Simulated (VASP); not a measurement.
An input for Quantum ESPRESSO's pw.x (written as the equivalent of a VASP run, and not itself run):

```
&CONTROL
  calculation = 'scf'
  pseudo_dir = './pseudo'
  outdir = './out'
  tprnfor = .true.
  tstress = .true.
/
&SYSTEM
  ibrav = 0
  nat = 2
  ntyp = 2
  ecutwfc = 92
  occupations = 'smearing'
  smearing = 'methfessel-paxton'
  degauss = 0.000735
  input_dft = 'pbe'
/
&ELECTRONS
  conv_thr = 7.3e-08
  electron_maxstep = 100
/
ATOMIC_SPECIES
  Cu 63.546 Cu.upf
  As 74.922 As.upf
CELL_PARAMETERS angstrom
     2.9899140    0.0000000    0.0000000
     0.0000000    2.9899140    0.0000000
     0.0000000    0.0000000    2.9899140
ATOMIC_POSITIONS crystal
  Cu   0.0000000  0.0000000  0.0000000
  As   0.5000000  0.5000000  0.5000000
K_POINTS automatic
  8 8 8 0 0 0
```

Q: Translate this input to VASP (INCAR, KPOINTS, POSCAR, choice of POTCAR).

A: This is not unique; one that fits is 
INCAR:
```
# general
SYSTEM  = CuAs
PREC    = Accurate
ENCUT   = 400
LREAL   = .False.
LASPH   = .True.

# electronic loop
EDIFF   = 1E-6
NELM    = 100
ALGO    = Normal
LMAXMIX = 4

# smearing
ISMEAR  = 1
SIGMA   = 0.01

# functional
GGA     = PE

# ions
ISIF    = 2

# output
LWAVE   = .False.
LCHARG  = .False.
```

### POSCAR
```
CuAs
5.9798280
  0.5000000000   0.0000000000   0.0000000000
  0.0000000000   0.5000000000   0.0000000000
  0.0000000000   0.0000000000   0.5000000000
Cu As
1 1
Direct
  0.0000000000   0.0000000000   0.0000000000
  0.5000000000   0.5000000000   0.5000000000
```

**KPOINTS**
```
Automatic mesh
0
Gamma
8 8 8
0 0 0
```

POTCAR, in this order: Cu As (PBE.64 set). Program: vasp_std.

The two are equivalent in intent, not identical: the potentials are each code's own (VASP's PAW set, PseudoDojo norm-conserving files in pw.x), so ENCUT and ecutwfc are chosen apart and not converted; conv_thr bounds pw.x's estimated SCF error, while EDIFF bounds the energy change between steps.

The structure was generated: CuAs was put into the CsCl type (Pm-3m), which need not be its known phase. The cell was not relaxed at this level. The run is one of a series of settings (ISMEAR = 1, SIGMA = 0.01 against the base run), some of them coarse on purpose.
